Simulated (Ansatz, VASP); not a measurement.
# Te2Mo in two plane-wave programs, part 2 of 2

One calculation is typed for both programs; each brings its own data sets. How far apart do they land? The cell is taken from a series of runs on this material, whose earlier steps may have relaxed, scaled, displaced or heated it; both programs get it as it stands.

VASP 6.6.1 and Ansatz 0.2.0.

So far. Step 5 (VASP: single point, PBE, pair 2): The run ends at a pressure of 1.95 GPa, with forces up to 0.0056 eV/Å.

**6. Ansatz: single point, PBE, pair 2**

Level of this step: Ansatz beside VASP: Kohn-Sham DFT, plane waves, PBE (Ansatz).

The same cell, functional, mesh and smearing now go to Ansatz, which takes its cutoff from its data sets.

The cell is taken from a series of runs on this material, whose earlier steps may have relaxed, scaled, displaced or heated it; both programs get it as it stands.

input.yaml

```yaml
crystal:
  lattice:
    - [3.5182, 0.0, 0.0]
    - [-1.7591, 3.0468505756, 0.0]
    - [0.0, 0.0, 13.9736]
  atoms:
    - { symbol: Te, position: [0.3333333333, 0.6666666667, 0.6200748717] }
    - { symbol: Te, position: [0.6666666667, 0.3333333333, 0.1200748717] }
    - { symbol: Te, position: [0.3333333333, 0.6666666667, 0.8799251283] }
    - { symbol: Te, position: [0.6666666667, 0.3333333333, 0.3799251283] }
    - { symbol: Mo, position: [0.3333333333, 0.6666666667, 0.25] }
    - { symbol: Mo, position: [0.6666666667, 0.3333333333, 0.75] }
kpoints:
  mp_grid: { grid: [12, 12, 2] }
  band_path:
    path:
      - [0.0, 0.0, 0.0]
      - [0.5, 0.0, 0.0]
      - [0.33333333, 0.33333333, 0.0]
      - [0.0, 0.0, 0.5]
      - [0.5, 0.0, 0.5]
      - [0.33333333, 0.33333333, 0.5]
      - [0.199999998, 0.199999998, 0.0]
    npoints: 1
hamiltonian:
  xc: pbe
  pseudopotentials: { kind: paw, azcp: { folder: soft_1 } }
scf:
  occupations: { method: fermi_dirac, width: 0.02 }
  n_extra_bands: 6
output:
  eigenvalues: true
```

Launch:

```bash
$ ansatz run input.yaml --threads 4 --pin off --max-ram 138240MiB --backend cuda --events-out ev --progress --plain --runs-dir out --devices 1 --max-vram 26GiB
```

Numbers of over 12 decimals in the logs are rounded to 6 here.

The program printed:

```text
[...]
GPUs: using 1 of 1 available (devices: 1).
[...]
GPU FFT provider: cuFFT
GPU libraries: cuBLAS 13.8.2, cuFFT 12.4.0, cuSOLVER 12.3.4
Crystal: 6 atoms, lattice volume = 149.789 Å³
Basis set: ecut = 420 eV, 2909 PW (Γ)
Bands: 52, of which v1, the nominal top of the filled ones, is band 46 counted from 1 (45 counted from 0)
Symmetry: 24 space group operations
[...]
k-points: 38 of 288
[...]
--- Band table (eV; the first three rows and the last of 38) ---
  k-point 0: bands = [... 42 lower, 11.4856, 11.4856, 12.1370, 12.4469, 15.3507, 15.3507, 15.4921, 15.4921, ... 2 higher]
  k-point 1: bands = [... 42 lower, 11.4671, 11.4671, 12.3691, 12.3691, 15.3883, 15.3883, 15.3883, 15.3883, ... 2 higher]
  k-point 2: bands = [... 42 lower, 11.4230, 11.4558, 12.3264, 12.3475, 14.9906, 15.1043, 15.1186, 15.2558, ... 2 higher]
  k-point 37: bands = [... 42 lower, 10.4508, 10.4508, 12.2604, 12.2604, 13.4685, 13.4685, 14.0526, 14.0526, ... 2 higher]
[key lines of the parts left out:]
SCF converged after 9 iterations
Free energy (F): -37833.852299 eV
Fermi energy:    12.802391 eV
```

**7. Side by side**

What differs besides the data sets and the points named for the pairs above, as far as they apply: the data sets hold 92 valence electrons in Ansatz (on its PAW soft_1 files) and 52 in VASP. Total energies have different zeros and are not compared.

Both answers:

| quantity | Ansatz | VASP | difference |
| --- | --- | --- | --- |
| gap on the k mesh (eV) | 0.753 | 0.748 | +0.005 |

A gap on the mesh is an upper bound, since the band edges may lie between its points.

**8. Ansatz: single point, PBE, pair 3**

With cell and atoms fixed, the geometry can't cause a difference; cores, projectors, grids and the points listed under the comparison can. The cell compared in this pair holds 151.29 Å³, against 149.79 Å³ for the pair before.

The cell is taken from a series of runs on this material, whose earlier steps may have relaxed, scaled, displaced or heated it; both programs get it as it stands.

input.yaml, the sections that differ from step 6:

```yaml
crystal:
  lattice:
    - [3.5182, 0.0, 0.0]
    - [-1.7591, 3.0468505756, 0.0]
    - [0.0, 0.0, 14.113336]
  atoms:
    - { symbol: Te, position: [0.3333333333, 0.6666666667, 0.6212835473] }
    - { symbol: Te, position: [0.6666666667, 0.3333333333, 0.1212835473] }
    - { symbol: Te, position: [0.3333333333, 0.6666666667, 0.8787164527] }
    - { symbol: Te, position: [0.6666666667, 0.3333333333, 0.3787164527] }
    - { symbol: Mo, position: [0.3333333333, 0.6666666667, 0.25] }
    - { symbol: Mo, position: [0.6666666667, 0.3333333333, 0.75] }
# kpoints, hamiltonian, scf, output: as in step 6
```

The program printed:

```text
[...]
GPUs: using 1 of 1 available (devices: 1).
[...]
GPU FFT provider: cuFFT
GPU libraries: cuBLAS 13.8.2, cuFFT 12.4.0, cuSOLVER 12.3.4
Crystal: 6 atoms, lattice volume = 151.287 Å³
Basis set: ecut = 420 eV, 2969 PW (Γ)
Bands: 52, of which v1, the nominal top of the filled ones, is band 46 counted from 1 (45 counted from 0)
Symmetry: 24 space group operations
[...]
k-points: 38 of 288
[...]
--- Band table (eV; the first three rows and the last of 38) ---
  k-point 0: bands = [... 42 lower, 11.3164, 11.3164, 11.8532, 12.2322, 15.1939, 15.1939, 15.3190, 15.3190, ... 2 higher]
  k-point 1: bands = [... 42 lower, 11.3004, 11.3004, 12.1390, 12.1390, 15.2300, 15.2300, 15.2300, 15.2300, ... 2 higher]
  k-point 2: bands = [... 42 lower, 11.2548, 11.2856, 12.0757, 12.1414, 14.8282, 14.9281, 14.9582, 15.0716, ... 2 higher]
  k-point 37: bands = [... 42 lower, 10.2849, 10.2849, 12.0971, 12.0971, 13.2988, 13.2988, 13.8855, 13.8855, ... 2 higher]
[key lines of the parts left out:]
SCF converged after 9 iterations
Free energy (F): -37833.870444 eV
Fermi energy:    12.622545 eV
```

**9. VASP: single point, PBE, pair 3**

The same cell, functional, mesh and smearing now go to VASP, with its own data sets.

INCAR

```
SYSTEM = Te2Mo
PREC = Accurate
ENCUT = 400
EDIFF = 1E-06
NELM = 120
ISMEAR = -1
SIGMA = 0.02
LREAL = .FALSE.
ALGO = Normal
GGA = PE
NBANDS = 32
LASPH = .TRUE.
LORBIT = 11
LWAVE = .FALSE.
LCHARG = .FALSE.
ISIF = 2
GGA_COMPAT = .FALSE.
EFERMI = MIDGAP
KPAR = 2
```

POSCAR

```
Te2Mo
1.0
    3.5182000000      0.0000000000      0.0000000000
   -1.7591000000      3.0468505756      0.0000000000
    0.0000000000      0.0000000000     14.1133360000
Te Mo
4 2
Direct
    0.3333333334      0.6666666668      0.6212835473
    0.6666666668      0.3333333334      0.1212835473
    0.3333333334      0.6666666668      0.8787164527
    0.6666666668      0.3333333334      0.3787164527
    0.3333333334      0.6666666668      0.2500000000
    0.6666666668      0.3333333334      0.7500000000
```

KPOINTS

```
Automatic mesh
0
Gamma
12 12 2
0 0 0
```

The projector-augmented-wave data sets are Te and Mo_sv (PBE family, release 64).

Launch:

```bash
$ mpirun -np 2 vasp_std
```

The program printed:

```text
[... set-up lines as in an earlier step ...]
 entering main loop
       N       E                     dE             d eps       ncg     rms          rms(c)
DAV:   1     0.334556903321E+03    0.33456E+03   -0.24195E+04  2984   0.118E+03
DAV:   2    -0.182940785299E+02   -0.35285E+03   -0.34351E+03  3144   0.304E+02
DAV:   3    -0.368228848872E+02   -0.18529E+02   -0.18280E+02  3040   0.595E+01
DAV:   4    -0.372755560239E+02   -0.45267E+00   -0.45072E+00  3000   0.929E+00
[...]
DAV:  12    -0.360064996133E+02    0.95661E-04   -0.25146E-04  2888   0.807E-02    0.147E-01
DAV:  13    -0.360064696376E+02    0.29976E-04   -0.12225E-04  3024   0.578E-02    0.607E-02
DAV:  14    -0.360064705475E+02   -0.90995E-06   -0.92532E-06  2776   0.119E-02
   1 F= -.36006471E+02 E0= -.36006471E+02  d E =-.663586E-10
```

OUTCAR, selected parts (step 9):

```text
  Total        1.7386378      1.7386378      1.4501794      0.0000000     -0.0000000      0.0000000
  in kB       18.4127366     18.4127366     15.3578685      0.0000000     -0.0000000      0.0000000
  external PRESSURE =      17.3944472 kB  Pullay stress =       0.0000000 kB

 POSITION                                       TOTAL-FORCE (eV/Angst)
 -----------------------------------------------------------------------------------
      0.00000      2.03123      8.76838         0.000000      0.000000     -0.015065
      1.75910      1.01562      1.71172        -0.000000      0.000000     -0.015065
      0.00000      2.03123     12.40162         0.000000      0.000000      0.015065
      1.75910      1.01562      5.34495        -0.000000     -0.000000      0.015065
      0.00000      2.03123      3.52833        -0.000000      0.000000      0.000000
      1.75910      1.01562     10.58500         0.000000     -0.000000     -0.000000
 -----------------------------------------------------------------------------------
    total drift:                               -0.000000     -0.000001      0.000000

  FREE ENERGIE OF THE ION-ELECTRON SYSTEM (eV)
  ---------------------------------------------------
  free  energy   TOTEN  =       -36.0064705475 eV

  energy  without entropy=      -36.0064705475  energy(sigma->0) =      -36.00647055

[... 1 part as in an earlier step ...]

[... 2 further parts left out ...]
[key lines of the parts left out:]
E-fermi :   8.3491
```

The run ends at a pressure of 1.74 GPa, with forces up to 0.015 eV/Å.

**10. Side by side**

What differs besides the data sets and the points named for the pairs above, as far as they apply: the data sets hold 92 valence electrons in Ansatz (on its PAW soft_1 files) and 52 in VASP. Total energies have different zeros and are not compared.

Compared:

| quantity | Ansatz | VASP | difference |
| --- | --- | --- | --- |
| gap on the k mesh (eV) | 0.808 | 0.803 | +0.005 |

A gap on the mesh is an upper bound, since the band edges may lie between its points.

**11. What came out**

```
difference in gap on the k mesh (single point, PBE, pair 1) : -0.0028 eV
difference in gap on the k mesh (single point, PBE, pair 2) : 0.0054 eV
difference in gap on the k mesh (single point, PBE, pair 3) : 0.0050 eV
```

The difference in gap on the k mesh is 0.0054 eV (single point, PBE, pair 2), within the 0.08 eV picked in this series as the mark of a large difference. The data sets hold unlike numbers of valence electrons (92 in Ansatz and 52 in VASP), so part of the differences may come from the potentials. 3 further pairs of this series are not shown here. How closely two codes agree says nothing of how well the functional describes the real material.

[Lines on the potential files, build, host, timing and source positions are cut from VASP's logs without a mark.]

[Logs are printed without paths, hosts, clocks, repeated set-up lines and the standing remarks that a program may print on its own settings, such as how far it seeks lower states.]

[Hosts, paths, dates, database ids (printed as entryN), source tags and the programs' standing remarks are cut or masked in the printed files.]
